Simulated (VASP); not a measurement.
Data:

```yaml
crystal:
  lattice:
    - [0.00000, 2.93396, 2.93396]
    - [2.93396, 0.00000, 2.93396]
    - [2.93396, 2.93396, 0.00000]
  atoms:
    - { symbol: Mg, position: [0.25000, 0.25000, 0.25000] }
    - { symbol: Mg, position: [0.75000, 0.75000, 0.75000] }
    - { symbol: Si, position: [0.00000, 0.00000, 0.00000] }
```

Computed with PBEsol GGA, VASP's PBE PAW potentials (set 64) (plane waves; VASP). Run with 500 eV cut-off, 9×9×9 Γ-centred mesh, first-order Methfessel-Paxton smearing of 0.10 eV, potentials Mg Si.

Q: Predict the energy per atom (σ→0), pressure, band gap (on the k-mesh) with the smallest direct gap where there is one.

A: 
| Property | Value |
|---|---|
| band gap (on the k-mesh) | none (metal, semimetal or under 0.01 eV) |
| energy per atom (σ→0) | -3.005 eV/atom |
| pressure | 19.86 GPa |

Only differences to runs with the same potentials and settings are physical.

The compound is Mg2Si in the antifluorite structure. It was relaxed first under an external pressure of 20 GPa.
